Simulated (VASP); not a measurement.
Method: PBE GGA, VASP's PBE PAW potentials (set 64) (plane waves; VASP).

The input files of a VASP run:

### KPOINTS
```
Automatic mesh
0
Gamma
8 8 8
0 0 0
```

**INCAR**
```
SYSTEM = CsPbBr3
PREC = Accurate
ENCUT = 300
EDIFF = 1E-6
NELM = 100
ALGO = Normal
LREAL = .FALSE.
LASPH = .TRUE.
ISMEAR = -1
SIGMA = 0.01
GGA = PE
LMAXMIX = 4
LWAVE = .FALSE.
LCHARG = .FALSE.
ISIF = 2
```

File POSCAR:
```
CsPbBr3
1.0
  5.8700000000   0.0000000000   0.0000000000
  0.0000000000   5.8700000000   0.0000000000
  0.0000000000   0.0000000000   5.8700000000
Cs Pb Br
1 1 3
Cartesian
  0.0000000000   0.0000000000   0.0000000000
  2.9350000000   2.9350000000   2.9350000000
  2.9350000000   0.0000000000   2.9350000000
  0.0000000000   2.9350000000   2.9350000000
  2.9350000000   2.9350000000   0.0000000000
```

POTCAR, in this order: Cs_sv Pb_d Br (PBE.64 set). Program: vasp_std.

What VASP printed:

**OUTCAR**
```
 ion  position               nearest neighbor table
   1  0.000  0.000  0.000-
   2  0.500  0.500  0.500-   3 2.94   4 2.94   5 2.94   5 2.94   3 2.94   4 2.94
   3  0.500  0.000  0.500-   2 2.94   2 2.94
   4  0.000  0.500  0.500-   2 2.94   2 2.94
   5  0.500  0.500  0.000-   2 2.94   2 2.94
  LATTYP: Found a simple cubic cell.
 ALAT       =     5.8700000000
 Subroutine PRICEL returns:
 Original cell was already a primitive cell.
 Subroutine GETGRP returns: Found 48 space group operations
The static configuration has the point symmetry O_h .
The dynamic configuration has the point symmetry O_h .
 Subroutine INISYM returns: Found 48 space group operations
 Subroutine IBZKPT returns following result:
 Found     35 irreducible k-points:

 Following reciprocal coordinates:
            Coordinates               Weight
  0.000000  0.000000  0.000000      1.000000
  0.125000  0.000000  0.000000      6.000000
  0.250000  0.000000  0.000000      6.000000
  0.375000  0.000000  0.000000      6.000000
  0.500000  0.000000  0.000000      3.000000
  0.125000  0.125000  0.000000     12.000000
...
```

OSZICAR:
```
       N       E                     dE             d eps       ncg     rms          rms(c)
DAV:   1     0.322778106297E+03    0.32278E+03   -0.14380E+04  1844   0.994E+02
DAV:   2     0.158695912342E+02   -0.30691E+03   -0.30151E+03  2352   0.284E+02
DAV:   3    -0.154357729283E+02   -0.31305E+02   -0.31179E+02  2152   0.102E+02
DAV:   4    -0.163684331865E+02   -0.93266E+00   -0.93115E+00  2348   0.241E+01
DAV:   5    -0.163969410235E+02   -0.28508E-01   -0.28496E-01  2266   0.303E+00    0.432E+00
DAV:   6    -0.158708802278E+02    0.52606E+00   -0.10221E+00  2750   0.998E+00    0.255E+00
DAV:   7    -0.158272277695E+02    0.43652E-01   -0.52984E-01  2724   0.414E+00    0.103E+00
DAV:   8    -0.158362712515E+02   -0.90435E-02   -0.63510E-02  2270   0.214E+00    0.181E-01
DAV:   9    -0.158359953959E+02    0.27586E-03   -0.10802E-02  2620   0.821E-01    0.105E-01
DAV:  10    -0.158363301948E+02   -0.33480E-03   -0.10344E-03  2038   0.191E-01    0.360E-02
DAV:  11    -0.158363998015E+02   -0.69607E-04   -0.17078E-04  2264   0.110E-01    0.986E-03
DAV:  12    -0.158364012947E+02   -0.14932E-05   -0.24019E-05  2688   0.491E-02    0.762E-03
DAV:  13    -0.158364005992E+02    0.69549E-06   -0.47099E-06  2154   0.182E-02
   1 F= -.15836401E+02 E0= -.15836401E+02  d E =-.397772E-11
```

OUTCAR:
```
------------------------ aborting loop because EDIFF is reached ----------------------------------------
  FORCE on cell =-STRESS in cart. coord.  units (eV):
  Direction    XX          YY          ZZ          XY          YZ          ZX
  --------------------------------------------------------------------------------------
  Total        1.6646785      1.6646785      1.6646785      0.0000000      0.0000000      0.0000000
  in kB       13.1864122     13.1864122     13.1864122      0.0000000      0.0000000      0.0000000
  external PRESSURE =      13.1864122 kB  Pullay stress =       0.0000000 kB
  volume of cell :      202.26
      direct lattice vectors                 reciprocal lattice vectors
     5.870000000  0.000000000  0.000000000     0.170357751  0.000000000  0.000000000
     0.000000000  5.870000000  0.000000000     0.000000000  0.170357751  0.000000000
     0.000000000  0.000000000  5.870000000     0.000000000  0.000000000  0.170357751
 POSITION                                       TOTAL-FORCE (eV/Angst)
 -----------------------------------------------------------------------------------
      0.00000      0.00000      0.00000         0.000000      0.000000      0.000000
      2.93500      2.93500      2.93500         0.000000      0.000000      0.000000
      2.93500      0.00000      2.93500         0.000000      0.000000      0.000000
      0.00000      2.93500      2.93500         0.000000      0.000000      0.000000
      2.93500      2.93500      0.00000         0.000000      0.000000      0.000000
 -----------------------------------------------------------------------------------
    total drift:                                0.000000      0.000000      0.000000
  FREE ENERGIE OF THE ION-ELECTRON SYSTEM (eV)
  ---------------------------------------------------
  free  energy   TOTEN  =       -15.8364005992 eV

  energy  without entropy=      -15.8364005992  energy(sigma->0) =      -15.83640060
```
(Selected blocks of OUTCAR.)

At this cut-off the stress carries a Pulay error, which pulls relaxed volumes low.

The structure is a typed CsPbBr3 crystal (Pm-3m). The cell was not relaxed at this level. The run is one of a series of settings (KPOINTS 8×8×8 Γ-centred mesh against the base run), some of them coarse on purpose.
